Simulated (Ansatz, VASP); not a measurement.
# FeSi2 (Linzhiite) in two plane-wave programs, part 2 of 2

Wanted: the spread between two codes on one cell, functional and k mesh. The cell is taken from a series of runs on this material, whose earlier steps may have relaxed, scaled, displaced or heated it; both programs get it as it stands.

VASP 6.6.1 and Ansatz 0.2.0.

So far: Set-up; VASP: zone-centre phonons, PBEsol.

### 3. Ansatz: zone-centre phonons, PBEsol

Level of this step: Ansatz beside VASP: Kohn-Sham DFT, plane waves, PBEsol (Ansatz).

Ansatz runs on its PAW soft_1 files.

The same cell, functional, mesh and smearing now go to Ansatz, which takes its cutoff from its data sets.

Input file input.yaml:

```yaml
crystal:
  lattice:
    - [2.5925985416, 0.0, 0.0]
    - [0.0, 2.5925985416, 0.0]
    - [0.0, 0.0, 5.0048834952]
  atoms:
    - { symbol: Si, position: [0.5, 0.5, 0.2743977963] }
    - { symbol: Si, position: [0.5, 0.5, 0.7256022037] }
    - { symbol: Fe, position: [0.0, 0.0, 0.0] }
kpoints:
  mp_grid: { grid: [16, 16, 8] }
hamiltonian:
  xc: pbesol
  pseudopotentials: { kind: paw, azcp: { folder: soft_1 }, xc_functional: pbe }
scf:
  occupations: { method: methfessel_paxton, width: 0.2 }
output:
  eigenvalues: true
phonons:
  method: dfpt
```

On the command line:

```console
$ ansatz run input.yaml --threads 4 --pin off --max-ram 10240MiB --backend cpu --events-out ev --progress --plain --runs-dir out
```

Numbers of over 12 decimals in the logs are rounded to 6 here.

Output:

```text
zone centre: on kpoints.mp_grid the ground state, and the responses unless they are solved on pairs of k-points, stand on 405 of the mesh's 2048 k-points, reduced under 4 symmetry operations, with k and −k counted as one. Each operation leaves every solved displacement unchanged or reverses it
Engine: ansatz 0.2.0, x86_64-unknown-linux-gnu
Pseudopotentials: kind: paw
Pseudopotential: Si, paw, valence charge 4, recommended cutoff 420 eV (normal), soft_1/Si.paw.azcp
Pseudopotential: Fe, paw, valence charge 16, recommended cutoff 420 eV (normal), soft_1/Fe.paw.azcp
Functional definition: PBEsol
  exchange = pbesol_x
  correlation = pbesol_c
Crystal: 3 atoms, lattice volume = 33.641 Å³
Basis set: ecut = 420 eV, 669 PW (Γ), exchange–correlation on 36×36×72 points (8 copies of the dense FFT grid, shifted against one another)
Bands: 16, of which v1, the nominal top of the filled ones, is band 12 counted from 1 (11 counted from 0)
Symmetry: 16 space group operations
k-points: 405 of 2048 (irreducible under 4 space group operations, time reversal used)
Non-local potential: Si, projectors of the file, l = 0: 2, l = 1: 2, l = 2: 1
Non-local potential: Fe, projectors of the file, l = 0: 3, l = 1: 2, l = 2: 3, l = 3: 1
PAW form: soft (Blöchl's): semilocal exchange-correlation on the pseudo side does not see the compensation charge
PAW frozen core: Si, regenerated for the run's functional, and the local potential with it (the file was generated under x = pbe(κ = 0.804, μ = 0.219515), c = pbe(β = 0.066725))
PAW frozen core: Fe, regenerated for the run's functional, and the local potential with it (the file was generated under x = pbe(κ = 0.804, μ = 0.219515), c = pbe(β = 0.066725))
PAW one-centre angular grid: Si, 110 points (default); XC on 64 Gauss nodes
PAW one-centre angular grid: Fe, 590 points (default); XC on 64 Gauss nodes
Initial density: superposition of atomic densities (chi_scale 0.1, normalization cell, long waves kept (reshape's long-wave potential 0.00 eV rms))
Initial wavefunctions: pseudopotential atomic-orbital guess
Functional: x = pbesol(κ = 0.804, μ = 0.123457), c = pbesol(β = 0.046)
SCF iter   1: F=—  HF=-5694.853325 eV  |F-HF|=—  |Δ(HF+E_count)|=         —  Δρ=1.18e-1  dr2=1.08e1  ethr=3.10e-3  ⟨swp⟩=5.1  Hψ=34653  notcnv=0
preconditioner: auto → none  [metal: Δε(μ)=0.010 eV  Ē_g=8.662 eV  σ=0.200 eV  W_gap=0.04  n_scr=8 (ndim 8)  ℏωp=25.6 eV  f_vac=0.000  D(μ)=1.26/eV (n_scr^D=8)  sad-step TF]
SCF iter   2: F=—  HF=-5694.593009 eV  |F-HF|=—  |Δ(HF+E_count)|=   2.60e-1  S|Δr|=    0.00e0  Δρ=1.37e-1  dr2=1.14e1  ethr=3.10e-3  ⟨swp⟩=2.0  Hψ=11147  notcnv=0
SCF iter   3: F=—  HF=-5693.367877 eV  |F-HF|=—  |Δ(HF+E_count)|=    1.23e0  S|Δr|=    0.00e0  Δρ=5.61e-2  dr2=1.08e0  ethr=3.10e-3  ⟨swp⟩=3.1  Hψ=12216  notcnv=0
SCF iter   4: F=—  HF=-5693.229571 eV  |F-HF|=—  |Δ(HF+E_count)|=   1.38e-1  S|Δr|=    0.00e0  Δρ=1.24e-2  dr2=9.21e-2  ethr=3.10e-3  ⟨swp⟩=2.5  Hψ=12810  notcnv=0
SCF iter   5: F=—  HF=-5693.197828 eV  |F-HF|=—  |Δ(HF+E_count)|=   3.17e-2  S|Δr|=    0.00e0  Δρ=3.23e-3  dr2=2.03e-3  ethr=3.84e-4  ⟨swp⟩=2.0  Hψ=10706  notcnv=0
SCF iter   6: F=—  HF=-5693.197821 eV  |F-HF|=—  |Δ(HF+E_count)|=   7.21e-6  S|Δr|=    0.00e0  Δρ=5.77e-4  dr2=3.55e-5  ethr=8.45e-6  ⟨swp⟩=2.3  Hψ=9498  notcnv=0
SCF iter   7: F=—  HF=-5693.197804 eV  |F-HF|=—  |Δ(HF+E_count)|=   1.64e-5  S|Δr|=    0.00e0  Δρ=7.34e-5  dr2=1.91e-6  ethr=1.48e-7  ⟨swp⟩=2.3  Hψ=11131  notcnv=0
SCF iter   8: F=—  HF=-5693.197808 eV  |F-HF|=—  |Δ(HF+E_count)|=   3.49e-6  S|Δr|=    0.00e0  Δρ=1.31e-5  dr2=4.16e-8  ethr=7.97e-9  ⟨swp⟩=2.1  Hψ=8232  notcnv=0
SCF iter   9: F=—  HF=-5693.197808 eV  |F-HF|=—  |Δ(HF+E_count)|=   9.48e-9  S|Δr|=    0.00e0  Δρ=1.42e-6  dr2=2.28e-10  ethr=1.73e-10  ⟨swp⟩=2.2  Hψ=8804  notcnv=0
SCF iter  10: F=-5693.197808 eV  HF=-5693.197808 eV  |F-HF|=8.19e-12  |Δ(HF+E_count)|=  3.91e-11  S|Δr|=    0.00e0  Δρ=1.52e-7  dr2=4.58e-12  ethr=1.00e-12  ⟨swp⟩=4.5  Hψ=33866  notcnv=0
SCF 1 converged in 10 iterations: F = -5693.197808 eV  dr2 = 4.58e-12
  greatest PAW one-centre occupation: 1.000 electrons in one spin orbital (limit 2), on the Fe atom at site 2 (counted from 0), in its partial waves of l = 1
DFPT response loops at Γ: preconditioner auto → Kerker (q_TF=auto, 2.579 Å⁻¹) (partly filled bands, converged f_vac=0.000); β = 1.00, the filter's whole step (`scf.mixing.beta` (0.50) is not read by the response loops under this deck's `scf.mixing.preconditioner`; to damp them name `kerker` or `kerker_dos`, under which they read `scf.mixing.beta`, and type it under 1.00, their step now; both keys bind the ground state too); Broyden in place of MSR1
SCF converged after 10 iterations
Stability not checked: this state was not tested for a lower state beside it, because cold or Methfessel-Paxton smearing, or corrected tetrahedra, fill the levels in a way that the test cannot read (fill_not_monotonic; see scf.lower_state_search)
Free energy (F): -5693.197808 eV
Harris-Foulkes:  -5693.197808 eV  (|F-HF|=8.19e-12)
Internal energy: -5693.198512 eV  (E = F + TS)
E sigma→0 (E₀):  -5693.197984 eV
Entropy (-TS):   0.000704 eV (0.235 meV/atom)
Fermi energy:    15.869242 eV
Step filling:    the computed levels leave a gap of 0.0107 eV = 0.1 smearing widths at the electron count; against every level under it full and every level over it empty, smearing changes F+E_penalty+E_count by +0.061 meV and its σ→0 estimate by -0.115 meV
--- Per-component energies (eV) ---
  E_band       = -191.264870
  E_kinetic    = 434.122326
  E_local      = -3486.192018  (includes V_loc(G=0)·N_el)
  E_nonlocal   = 335.644281
  E_hartree    = 1552.095579
  E_xc         = -230.491860
  E_vxc        = -248.931615  (∫ρ·V_xc dr)
  E_paw        = -2347.390336  (= ΣΔE_a)
  E_vpaw       = -330.098268  (= ΣTr[D̂ρ^β])
  E_aug_tail   = -0.000855  (compensation charges beyond the density's cutoff)
  E_ewald      = -1951.227953
  E_core_change = 0.242323  (= ΣΔE_core)
  E_smearing   = 0.000704  (= −TS)
  E_closure    = 0.000000  (closes the sum)
  Σ components = -5693.197808   (vs F -5693.197808, Δ=0.00e0)
--- Band table (eV; the first three rows and the last of 405) ---
  k-point 0: bands = [... 8 lower, 13.8893, 14.2459, 14.2459, 15.2953, 21.0410, 21.0410, 22.5747, 23.1163]
  k-point 1: bands = [... 8 lower, 13.8470, 14.2392, 14.2392, 15.2954, 21.1492, 21.1492, 21.5822, 22.8827]
  k-point 2: bands = [... 8 lower, 13.6983, 14.2232, 14.2232, 15.2956, 20.1589, 21.4639, 21.4639, 22.5223]
  k-point 404: bands = [... 8 lower, 12.5018, 12.5018, 13.7925, 16.0738, 16.0738, 16.2051, 16.6714, 19.5609]
--- Phonons (Γ-DFPT): 4 representative perturbations + reference, on 405 of 2048 k-points (Σ response iterations 14) ---
  k mesh reduced under 4 symmetry operations, with k and −k counted as one. Each operation leaves every solved displacement unchanged or reverses it
  ASR residual: 9.023e-5 → 0.000e0 eV/Å²; symmetrization residual: 3.974e-6 eV/Å²
  ASR residual per site (eV/Å²): 4.92e-5 4.92e-5 9.02e-5
  Γ frequencies (cm⁻¹): 0.00 0.00 0.00 249.11 249.11 339.54 339.54 410.25 634.43
  non-analytic LO–TO correction: not included (Born effective charges unavailable; polar crystals: no LO–TO splitting at Γ)
```

In the SCF lines HF is the Harris–Foulkes energy and dr2 the Hartree energy of the density residual, in eV; the loop may stop once dr2 is under the threshold and the program's other checks hold. Hψ counts applications of the Hamiltonian.

### 4. Side by side

Known differences besides the potentials themselves: the data sets hold 24 valence electrons in Ansatz (on its PAW soft_1 files) and 16 in VASP; the cutoff is 420 eV in Ansatz and 600 eV in VASP; Ansatz makes its cores anew for this functional, VASP keeps those of its PBE data sets. Total energies have different zeros and are not compared.

Both answers:

```csv
quantity,Ansatz,VASP,difference
optical mode 1 to 2 (cm⁻¹),249.1,250.9,-0.72 %
optical mode 3 to 4 (cm⁻¹),339.5,344.4,-1.41 %
optical mode 5 (cm⁻¹),410.2,414.4,-1.01 %
optical mode 6 (cm⁻¹),634.4,635.5,-0.16 %
```

Modes are paired by rising frequency, not by their patterns, so a pair may set unlike modes beside each other; they are those without the splitting of longitudinal modes.

### 5. Summary of results

- r.m.s. difference of the optical zone-centre modes, each program's sorted by frequency (zone-centre phonons, PBEsol): 3.5 cm⁻¹
- difference in optical mode 3 to 4 (zone-centre phonons, PBEsol): -1.4 %

What this shows: The r.m.s. difference of the optical zone-centre modes, each program's sorted by frequency is 3.5 cm⁻¹ (zone-centre phonons, PBEsol). The data sets hold unlike numbers of valence electrons (24 in Ansatz and 16 in VASP), so part of the differences comes from the potentials. Among the rows given in per cent, the largest difference of the zone-centre phonons, PBEsol pair is in optical mode 3 to 4, -1.4 %. Such differences can come from data sets, numerical settings and the points named under the comparisons, not from the functional's error against experiment.

[Lines on the potential files, build, host, timing and source positions are cut from VASP's logs without a mark.]

[Logs are printed without paths, hosts, clocks, repeated set-up lines and the standing remarks that a program may print on its own settings, such as how far it seeks lower states.]

[Hosts, paths, dates, database ids (printed as entryN), source tags and the programs' standing remarks are cut or masked in the printed files.]
